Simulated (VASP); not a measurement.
Crystal: Ca3ZrN3.

```
Ca Zr N
1.0
     5.49604    0.00000    0.00000
     0.00000    5.49604    0.00000
     0.00000    0.00000    3.91090
Ca Zr N
3 1 3
Direct
  0.00000 0.50000 0.50000
  0.50000 0.00000 0.50000
  0.00000 0.00000 0.50000
  0.50000 0.50000 0.00000
  0.00000 0.50000 0.00000
  0.50000 0.00000 0.00000
  0.00000 0.00000 0.00000
```

The cell was built by a generator and needn't be a form met in nature.

```yaml
Program: VASP 6.6.1
Task: relaxation of cell and atoms
Functional: PBE
Potentials_or_basis: VASP PAW PBE potentials, release 64 (Ca_sv, Zr_sv, N)
Cutoff: 520 eV
k_mesh: 3 × 3 × 4
Occupations: gaussian, width 0.15 eV
Spin: no spin polarisation
```

At the start: pressure 19.1 GPa; volume 16.88 Å³/atom.

Task: How do energy, volume and symmetry change on relaxing?

Result: Over 7 steps the energy falls by 359.0 meV/atom and the volume is 18.01 Å³/atom (+6.7 %); space group P4/mmm (No. 123, to 0.05 Å).

Step by step:
```
step  energy change (eV)  largest force (eV/Å)  pressure (GPa)  volume (Å³)
   1              0.0000                0.0000           19.08       118.13
   2             -1.4217                0.0000          -10.16       153.90
   3             -2.3782                0.0000           -2.16       138.71
   4             -2.3802                0.0000           -1.86       138.16
   5             -2.3798                0.0000           -1.53       137.75
   6             -2.4448                0.0000           -1.12       134.28
   7             -2.5131                0.0000           -0.06       126.09
```

Final structure:
```yaml
crystal:
  lattice:
    - [5.28099, 0.00000, 0.00000]
    - [0.00000, 5.28099, 0.00000]
    - [0.00000, 0.00000, 4.52128]
  atoms:
    - { symbol: Ca, position: [0.00000, 0.50000, 0.50000] }
    - { symbol: Ca, position: [0.50000, 0.00000, 0.50000] }
    - { symbol: Ca, position: [0.00000, 0.00000, 0.50000] }
    - { symbol: Zr, position: [0.50000, 0.50000, 0.00000] }
    - { symbol: N, position: [0.00000, 0.50000, 0.00000] }
    - { symbol: N, position: [0.50000, 0.00000, 0.00000] }
    - { symbol: N, position: [0.00000, 0.00000, 0.00000] }
```

Caveat: the k mesh is coarse (spacing up to 0.40 Å⁻¹), so the values aren't converged.
